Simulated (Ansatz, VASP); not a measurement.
**Two plane-wave programs on TiSn**

INCAR

```
ALGO = Fast ; EDIFF = 1E-6
ENCUT = 520 ; GGA = PE
ISIF = 2 ; ISMEAR = -1
LASPH = T ; LCHARG = F
LREAL = F ; LWAVE = F
NBANDS = 20 ; NELM = 80
PREC = Accurate ; SIGMA = 0.05
```

Contents of KPOINTS:

```
k-points
0
Gamma
  8 8 8
```

Contents of POSCAR:

```
TiSn
1.0
    0.0000000000      2.7817537961      2.7817537961
    2.7817537961      0.0000000000      2.7817537961
    2.7817537961      2.7817537961      0.0000000000
Ti Sn
1 1
Direct
    0.0000000000      0.0000000000      0.0000000000
    0.5000000000      0.5000000000      0.5000000000
```

File input.yaml:

```yaml
crystal:
  lattice:
    - [0.0, 2.7817537961, 2.7817537961]
    - [2.7817537961, 0.0, 2.7817537961]
    - [2.7817537961, 2.7817537961, 0.0]
  atoms:
    - { symbol: Ti, position: [0.0, 0.0, 0.0] }
    - { symbol: Sn, position: [0.5, 0.5, 0.5] }
hamiltonian:
  xc: pbe
  pseudopotentials: { kind: paw }
kpoints:
  mp_grid: { grid: [8, 8, 8] }
scf:
  occupations: { method: fermi_dirac, width: 0.05 }
output:
  forces: true
  stress: true
  eigenvalues: true
```

The cell was built by a generator and needn't be a form met in nature.

Alike in both runs: task single point; functional PBE; k mesh 8 × 8 × 8; occupations fermi-dirac, width 0.05 eV; no spin polarisation.

|  | VASP | Ansatz |
| --- | --- | --- |
| version | VASP 6.6.1 | Ansatz 0.2.0 |
| potentials or method | VASP PAW PBE potentials, release 64 (Ti_sv, Sn_d) | Ansatz PAW |
| plane-wave cutoff (eV) | 520 | 420 |
| valence electrons in the cell | 26 | 26 |

VASP gave:

| Item | Value |
| --- | --- |
| gap on the k mesh at the Fermi level (eV) | none |
| pressure (GPa) | 1.7 |

Q: Estimate Ansatz's values.

A: gap on the k mesh at the Fermi level (eV): none; pressure (GPa): 1.8.

A gap of «none» marks a metal or a gap that the smearing closes. The functional is the same, so the differences come from potentials, cutoffs and numerics.
